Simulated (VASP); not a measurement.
Input:

```
CELL_PARAMETERS angstrom
      4.05000     0.00000     0.00000
      0.00000     4.05000     0.00000
      0.00000     0.00000     4.05000
ATOMIC_POSITIONS crystal
  K  0.00000 0.00000 0.00000
  Zn 0.50000 0.50000 0.50000
  F  0.50000 0.00000 0.50000
  F  0.00000 0.50000 0.50000
  F  0.50000 0.50000 0.00000
```

Computed with r2SCAN meta-GGA with spin-orbit coupling, VASP's PBE PAW potentials (set 64) (plane waves; VASP). Run with 520 eV cut-off, 5×5×5 Γ-centred mesh, Gaussian smearing of 0.050 eV, potentials K_sv Zn F.

Task: Predict the energy per atom (σ→0), band gap (over mesh and band path) with the smallest direct gap where there is one.

Result: 
The band gap (over mesh and band path) is 4.57 eV, the smallest direct gap (over mesh and band path) comes out as 6.54 eV and the energy per atom (σ→0) is -7.672 eV/atom.

Only differences to runs with the same potentials and settings are physical.

The compound is KZnF3 in the cubic perovskite structure. The cell was not relaxed at this level.
